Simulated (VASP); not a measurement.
Runs of VASP 6.6.1 on Sc. The structure is hexagonal, space group P6_3/mmc (No. 194). Conventional cell: a = 3.279 Å, b = 3.279 Å, c = 5.085 Å, α = 90.00°, β = 90.00°, γ = 120.00°. Around Sc (site symmetry -6m2) lie 12 Sc at 3.17 to 3.28 Å. 

```tsv
level	k mesh	cutoff (eV)	smearing	gap on the mesh (eV)	pressure (GPa)
PBEsol	24 × 24 × 12	520	gaussian 0.1 eV	none	(a)
PBEsol	15 × 15 × 8	700	gaussian 0.1 eV	none	0.0
r2SCAN	15 × 15 × 8	520	gaussian 0.1 eV	none	3.3
PBEsol	15 × 15 × 8	900	gaussian 0.1 eV	none	0.0
PBEsol	15 × 15 × 8	520	gaussian 0.5 eV	none	0.6
```

Alike in all rows: task single point; potentials or basis VASP PAW PBE potentials, release 64 (Sc_sv); no spin polarisation; cell as given.

Task: Fill in the values left out.

Result: (a) -0.1.

Caveats: the PAW data sets were made with another functional, which shifts forces and pressure a little.

A gap of «none» marks a metal or a gap under the smearing width.
